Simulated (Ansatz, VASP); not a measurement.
# Cross-check of SnH between VASP and Ansatz

One calculation is typed for both programs; each brings its own data sets. How far apart do they land? The cell is generated by rule, not measured, and may not be a known phase. The cell is taken from a series of runs on this material, whose earlier steps may have relaxed, scaled, displaced or heated it; both programs get it as it stands.

Program: Ansatz 0.2.0. Level of theory: plane waves, with VASP 6.6.1 beside it; zone-centre phonons at LDA. Results are calculated unless marked as measured.

The structure was built from a prototype and need not be the compound's stable phase.

## (1) Set-up

It takes space group Pmma (No. 51, orthorhombic). The conventional cell has a = 5.941 Å, b = 3.255 Å, c = 7.063 Å, α = 90.00°, β = 90.00°, γ = 90.00°. Nearest to Sn lie 2 H at 2.02 Å. Sn has 4 H at 2.16 Å nearest. H has 3 Sn at 2.02 to 2.16 Å nearest. Farther neighbours are not listed.

As a file:

```cif
data_structure
_symmetry_space_group_name_H-M 'Pmma'
_symmetry_Int_Tables_number 51
_cell_length_a 5.9405
_cell_length_b 3.2551
_cell_length_c 7.0630
_cell_angle_alpha 90.000
_cell_angle_beta 90.000
_cell_angle_gamma 90.000
_cell_volume 136.58
loop_
_atom_site_label
_atom_site_type_symbol
_atom_site_symmetry_multiplicity
_atom_site_Wyckoff_symbol
_atom_site_fract_x
_atom_site_fract_y
_atom_site_fract_z
_atom_site_occupancy
Sn1 Sn 2 e 0.25000 0.00000 0.92438 1
Sn2 Sn 2 d 0.00000 0.50000 0.50000 1
H1 H 4 i 0.04277 0.00000 0.69755 1
```

## (2) VASP: zone-centre phonons, LDA

Second derivatives magnify differences that forces hide, and they need a tight electronic threshold.

Lines of VASP's logs that name or quote its potential files are left out, and so is its time.

File INCAR:

```
SYSTEM = SnH
PREC = Accurate
ENCUT = 500
EDIFF = 1E-08
NELM = 120
ISMEAR = 1
SIGMA = 0.2
LREAL = .FALSE.
ALGO = Normal
GGA = CA
NBANDS = 38
LORBIT = 11
LWAVE = .FALSE.
LCHARG = .FALSE.
ISIF = 2
IBRION = 8
LASPH = .TRUE.
GGA_COMPAT = .FALSE.
KPAR = 2
```

File POSCAR:

```
SnH
1.0
    5.9405271498      0.0000000000      0.0000000000
    0.0000000000      3.2551411368      0.0000000000
    0.0000000000      0.0000000000      7.0630328974
Sn H
4 4
Direct
    0.2500000000      0.0000000000      0.9243791757
    0.7500000000      0.0000000000      0.0756208243
    0.0000000000      0.5000000000      0.5000000000
    0.5000000000      0.5000000000      0.5000000000
    0.0427687066      0.0000000000      0.6975521871
    0.4572312934      0.0000000000      0.6975521871
    0.9572312934      0.0000000000      0.3024478129
    0.5427687066      0.0000000000      0.3024478129
```

File KPOINTS:

```
Automatic mesh
0
Gamma
6 12 6
0 0 0
```

PAW data sets: Sn_d and H (LDA family, release 64).

On the command line:

```console
mpirun -np 2 vasp_std
```

The log of the run:

```text
[banner, memory and clock lines left out]
running    2 mpi-ranks, on    1 nodes
 distrk:  each k-point on    1 cores,    2 groups
 distr:  one band on    1 cores,    1 groups

 POSCAR found type information on POSCAR SnH
 POSCAR found :  2 types and       8 ions
 LDA part: xc-table for (Slater(with rela. corr.)+CA(PZ))
 , standard interpolation
 POSCAR, INCAR and KPOINTS ok, starting setup
 FFT: planning ... GRIDC
 FFT: planning ... GRID_SOFT
 FFT: planning ... GRID
 WAVECAR not read
 entering main loop
       N       E                     dE             d eps       ncg     rms          rms(c)
DAV:   1     0.593970436851E+03    0.59397E+03   -0.29378E+04  8732   0.227E+03
DAV:   2     0.562303702836E+02   -0.53774E+03   -0.52622E+03  8518   0.590E+02
DAV:   3    -0.256384719178E+02   -0.81869E+02   -0.79808E+02  9620   0.198E+02
DAV:   4    -0.298120320213E+02   -0.41736E+01   -0.41417E+01  9864   0.488E+01
DAV:   5    -0.299372378055E+02   -0.12521E+00   -0.12515E+00 10740   0.870E+00    0.566E+00
DAV:   6    -0.292257178553E+02    0.71152E+00   -0.64878E-01 10940   0.527E+00    0.286E+00
DAV:   7    -0.290926953390E+02    0.13302E+00   -0.87826E-01 10116   0.459E+00    0.669E-01
DAV:   8    -0.290917975817E+02    0.89776E-03   -0.10702E-01  9396   0.221E+00    0.343E-01
DAV:   9    -0.290918725822E+02   -0.75000E-04   -0.77890E-03 11182   0.503E-01    0.938E-02
DAV:  10    -0.290918540151E+02    0.18567E-04   -0.10574E-03 11224   0.219E-01    0.509E-02
DAV:  11    -0.290918520525E+02    0.19625E-05   -0.19025E-04 10004   0.936E-02    0.894E-03
DAV:  12    -0.290918539018E+02   -0.18493E-05   -0.17810E-05 11302   0.259E-02    0.407E-03
DAV:  13    -0.290918538889E+02    0.12942E-07   -0.26253E-06 10952   0.824E-03    0.234E-03
DAV:  14    -0.290918537310E+02    0.15786E-06   -0.75834E-07  9984   0.651E-03    0.430E-04
DAV:  15    -0.290918537402E+02   -0.91450E-08   -0.10592E-07  7840   0.159E-03    0.164E-04
DAV:  16    -0.290918537407E+02   -0.50113E-09   -0.58090E-09  5294   0.741E-04
   1 F= -.29091854E+02 E0= -.29090708E+02  d E =-.343842E-02
 Linear response reoptimize wavefunctions to high precision
DAV:   1    -0.290918537408E+02   -0.16189E-09   -0.20400E-09  5246   0.325E-04
DAV:   2    -0.290918537409E+02   -0.54570E-10   -0.57328E-10  5030   0.211E-04
 Linear response DOF=           9
 Linear response progress:
  Degree of freedom:   1/  9
       N       E                     dE             d eps       ncg     rms          rms(c)
RMM:   1    -0.225801627829E+00   -0.22580E+00    0.42569E-01 13749   0.663E+00
RMM:   2    -0.231891081987E+00   -0.60895E-02   -0.15185E-02 18134   0.708E-01    0.573E-02
RMM:   3    -0.232578354186E+00   -0.68727E-03   -0.71056E-04 18994   0.193E-01    0.261E-02
RMM:   4    -0.232552860727E+00    0.25493E-04    0.45482E-04 19750   0.621E-02    0.121E-02
RMM:   5    -0.232597901854E+00   -0.45041E-04    0.12209E-04 18635   0.213E-02    0.337E-03
RMM:   6    -0.232598928216E+00   -0.10264E-05    0.11100E-04 20490   0.746E-03    0.145E-03
RMM:   7    -0.232601739581E+00   -0.28114E-05    0.75716E-05 19213   0.280E-03    0.550E-04
RMM:   8    -0.232604411824E+00   -0.26722E-05    0.31451E-05 20071   0.121E-03    0.119E-04
RMM:   9    -0.232605677854E+00   -0.12660E-05    0.12357E-05 20638   0.535E-04    0.370E-05
RMM:  10    -0.232605862522E+00   -0.18467E-06    0.63132E-06 20266   0.268E-04    0.199E-05
RMM:  11    -0.232605877297E+00   -0.14775E-07    0.33479E-06 20378   0.154E-04    0.505E-06
RMM:  12    -0.232605995025E+00   -0.11773E-06    0.19384E-06 20133   0.925E-05    0.625E-06
RMM:  13    -0.232606016071E+00   -0.21046E-07    0.68456E-07 20998   0.613E-05    0.294E-06
RMM:  14    -0.232606001408E+00    0.14662E-07    0.28699E-07 20500   0.462E-05    0.130E-06
RMM:  15    -0.232605997484E+00    0.39239E-08    0.14968E-07 21022   0.363E-05    0.116E-06
RMM:  16    -0.232605972853E+00    0.24631E-07    0.59816E-08 19604   0.320E-05    0.432E-07
RMM:  17    -0.232605981311E+00   -0.84577E-08   -0.12133E-08 17672   0.289E-05    0.240E-07
 first order change of Fermi-energy  -0.10290E-03
 force on displaced ion       1 direction 1 :  -3.230   0.000   0.002
 Linear response progress:
  Degree of freedom:   2/  9
       N       E                     dE             d eps       ncg     rms          rms(c)
RMM:   1    -0.207957924943E+00   -0.20796E+00    0.57950E-01 14738   0.731E+00
RMM:   2    -0.213448554061E+00   -0.54906E-02   -0.17053E-02 19736   0.647E-01    0.346E-02
RMM:   3    -0.213519274623E+00   -0.70721E-04   -0.12763E-03 20504   0.175E-01    0.136E-02
RMM:   4    -0.213429532764E+00    0.89742E-04   -0.99497E-05 21692   0.551E-02    0.104E-02
RMM:   5    -0.213380568589E+00    0.48964E-04   -0.10756E-05 20589   0.161E-02    0.289E-03
RMM:   6    -0.213360939690E+00    0.19629E-04   -0.13436E-06 21739   0.603E-03    0.418E-04
RMM:   7    -0.213361276063E+00   -0.33637E-06   -0.26454E-07 21595   0.195E-03    0.359E-04
[...]
RMM:  10    -0.234553542699E+00    0.44595E-06   -0.27607E-06 16060   0.251E-04    0.273E-05
RMM:  11    -0.234553373817E+00    0.16888E-06   -0.15729E-06 16075   0.137E-04    0.134E-05
RMM:  12    -0.234553255455E+00    0.11836E-06   -0.87074E-07 16325   0.818E-05    0.473E-06
RMM:  13    -0.234553192689E+00    0.62766E-07   -0.34611E-07 16115   0.562E-05    0.217E-06
[...]
RMM:   7    -0.214963019941E+00   -0.27064E-05   -0.58360E-07 19733   0.212E-03    0.206E-04
RMM:   8    -0.214961161492E+00    0.18584E-05   -0.12220E-07 20345   0.876E-04    0.160E-04
RMM:   9    -0.214960259342E+00    0.90215E-06   -0.10509E-07 20293   0.401E-04    0.995E-06
RMM:  10    -0.214960330774E+00   -0.71432E-07   -0.46681E-08 20982   0.205E-04    0.148E-05
RMM:  11    -0.214960075615E+00    0.25516E-06    0.94654E-08 19875   0.127E-04    0.571E-06
RMM:  12    -0.214960134112E+00   -0.58496E-07    0.53403E-08 19124   0.820E-05    0.236E-06
RMM:  13    -0.214960096339E+00    0.37773E-07    0.46955E-08 17668   0.584E-05    0.557E-07
RMM:  14    -0.214960100827E+00   -0.44877E-08    0.32374E-08 16231   0.448E-05    0.160E-06
 first order change of Fermi-energy   0.95990E-04
 force on displaced ion       3 direction 2 :   0.000  -0.331   0.000
 Linear response progress:
  Degree of freedom:   6/  9
       N       E                     dE             d eps       ncg     rms          rms(c)
RMM:   1    -0.227394952811E+00   -0.22739E+00    0.58148E-01 13830   0.719E+00
RMM:   2    -0.233273278882E+00   -0.58783E-02   -0.18014E-02 17407   0.713E-01    0.463E-02
RMM:   3    -0.233464799302E+00   -0.19152E-03   -0.14769E-03 19439   0.198E-01    0.207E-02
RMM:   4    -0.233416032177E+00    0.48767E-04   -0.11999E-04 20008   0.591E-02    0.129E-02
RMM:   5    -0.233414807202E+00    0.12250E-05   -0.23365E-05 18552   0.197E-02    0.449E-03
RMM:   6    -0.233411057355E+00    0.37498E-05   -0.38630E-06 20400   0.728E-03    0.127E-03
RMM:   7    -0.233410665765E+00    0.39159E-06   -0.20079E-06 19498   0.243E-03    0.381E-04
RMM:   8    -0.233409548669E+00    0.11171E-05   -0.50393E-07 20488   0.996E-04    0.866E-05
RMM:   9    -0.233409029983E+00    0.51869E-06   -0.11883E-07 20352   0.409E-04    0.264E-05
RMM:  10    -0.233408851107E+00    0.17888E-06   -0.58176E-08 20229   0.206E-04    0.910E-06
RMM:  11    -0.233408803832E+00    0.47275E-07   -0.37158E-08 21087   0.114E-04    0.465E-06
RMM:  12    -0.233408769337E+00    0.34495E-07    0.46154E-08 21008   0.732E-05    0.176E-06
RMM:  13    -0.233408757475E+00    0.11862E-07    0.35655E-08 20791   0.539E-05    0.112E-06
RMM:  14    -0.233408745140E+00    0.12335E-07    0.23681E-08 18228   0.435E-05    0.484E-07
RMM:  15    -0.233408742154E+00    0.29860E-08    0.14446E-08 16253   0.374E-05    0.494E-07
 first order change of Fermi-energy   0.26769E-03
 force on displaced ion       3 direction 3 :  -0.265   0.000  -3.267
 Linear response progress:
  Degree of freedom:   7/  9
       N       E                     dE             d eps       ncg     rms          rms(c)
RMM:   1    -0.155589123038E-01   -0.15559E-01   -0.79334E-03 17161   0.439E-01
RMM:   2    -0.146818285964E-01    0.87708E-03   -0.85342E-04 16171   0.147E-01    0.673E-02
RMM:   3    -0.148966614527E-01   -0.21483E-03   -0.10964E-04 17359   0.528E-02    0.373E-02
RMM:   4    -0.152346454753E-01   -0.33798E-03   -0.42089E-05 17988   0.288E-02    0.843E-03
RMM:   5    -0.153328234321E-01   -0.98178E-04   -0.19998E-06 19599   0.785E-03    0.203E-03
RMM:   6    -0.153480681200E-01   -0.15245E-04   -0.11572E-07 18337   0.279E-03    0.570E-04
RMM:   7    -0.153509647645E-01   -0.28966E-05    0.14346E-07 18776   0.982E-04    0.258E-04
RMM:   8    -0.153511403867E-01   -0.17562E-06    0.86026E-08 19118   0.394E-04    0.753E-05
RMM:   9    -0.153513941814E-01   -0.25379E-06    0.32289E-08 19342   0.137E-04    0.356E-05
RMM:  10    -0.153513261004E-01    0.68081E-07   -0.11294E-08 19281   0.576E-05    0.627E-06
RMM:  11    -0.153513504980E-01   -0.24398E-07    0.57153E-09 20081   0.271E-05    0.270E-06
RMM:  12    -0.153513465086E-01    0.39893E-08    0.28803E-09 20758   0.135E-05    0.844E-07
 first order change of Fermi-energy   0.22825E-01
 force on displaced ion       5 direction 1 :  -1.326   0.000  -0.433
 Linear response progress:
  Degree of freedom:   8/  9
       N       E                     dE             d eps       ncg     rms          rms(c)
RMM:   1    -0.153654947710E-01   -0.15365E-01   -0.19556E-03 28482   0.459E-01
RMM:   2    -0.144620682195E-01    0.90343E-03   -0.10394E-03 24988   0.135E-01    0.706E-02
RMM:   3    -0.147001842936E-01   -0.23812E-03   -0.84780E-05 30195   0.418E-02    0.400E-02
RMM:   4    -0.151634281335E-01   -0.46324E-03   -0.60942E-05 27084   0.308E-02    0.328E-03
RMM:   5    -0.151914474040E-01   -0.28019E-04   -0.20878E-06 31401   0.727E-03    0.123E-03
RMM:   6    -0.151916511432E-01   -0.20374E-06   -0.24495E-07 30802   0.188E-03    0.566E-04
RMM:   7    -0.151927192609E-01   -0.10681E-05   -0.14224E-08 31309   0.459E-04    0.211E-04
RMM:   8    -0.151926661752E-01    0.53086E-07   -0.69621E-09 30427   0.195E-04    0.200E-05
RMM:   9    -0.151927083943E-01   -0.42219E-07   -0.34137E-08 32050   0.577E-05    0.189E-05
RMM:  10    -0.151926730032E-01    0.35391E-07   -0.72017E-09 31464   0.249E-05    0.184E-06
RMM:  11    -0.151926783993E-01   -0.53961E-08    0.34200E-09 33228   0.115E-05    0.935E-07
 first order change of Fermi-energy  -0.11293E-03
 force on displaced ion       5 direction 2 :  -0.001  -1.037  -0.003
 Linear response progress:
  Degree of freedom:   9/  9
       N       E                     dE             d eps       ncg     rms          rms(c)
RMM:   1    -0.171095067242E-01   -0.17110E-01   -0.73645E-03 17557   0.577E-01
RMM:   2    -0.151603062776E-01    0.19492E-02   -0.17330E-03 15978   0.229E-01    0.835E-02
RMM:   3    -0.153891913693E-01   -0.22889E-03   -0.17486E-04 16826   0.818E-02    0.455E-02
RMM:   4    -0.157428455671E-01   -0.35365E-03   -0.39037E-05 17842   0.395E-02    0.131E-02
RMM:   5    -0.159022761592E-01   -0.15943E-03   -0.22476E-06 19680   0.141E-02    0.268E-03
RMM:   6    -0.159186978184E-01   -0.16422E-04    0.46843E-07 18310   0.395E-03    0.834E-04
RMM:   7    -0.159239086389E-01   -0.52108E-05    0.45561E-07 18848   0.160E-03    0.381E-04
RMM:   8    -0.159235029004E-01    0.40574E-06    0.40413E-07 18681   0.552E-04    0.146E-04
RMM:   9    -0.159238878945E-01   -0.38499E-06    0.15039E-07 19557   0.201E-04    0.431E-05
RMM:  10    -0.159237395484E-01    0.14835E-06    0.82034E-08 19102   0.845E-05    0.883E-06
RMM:  11    -0.159237552214E-01   -0.15673E-07   -0.68123E-09 20191   0.361E-05    0.400E-06
RMM:  12    -0.159237538545E-01    0.13669E-08    0.52885E-09 20469   0.171E-05    0.158E-06
 first order change of Fermi-energy   0.28921E-01
 force on displaced ion       5 direction 3 :  -0.429   0.000  -1.624
 Linear response finished
```

(Continued in part 2 of 2.)

[Lines on the potential files, build, host, timing and source positions are cut from VASP's logs without a mark.]

[Logs are printed without paths, hosts, clocks, repeated set-up lines and the standing remarks that a program may print on its own settings, such as how far it seeks lower states.]

[Hosts, paths, dates, database ids (printed as entryN), source tags and the programs' standing remarks are cut or masked in the printed files.]
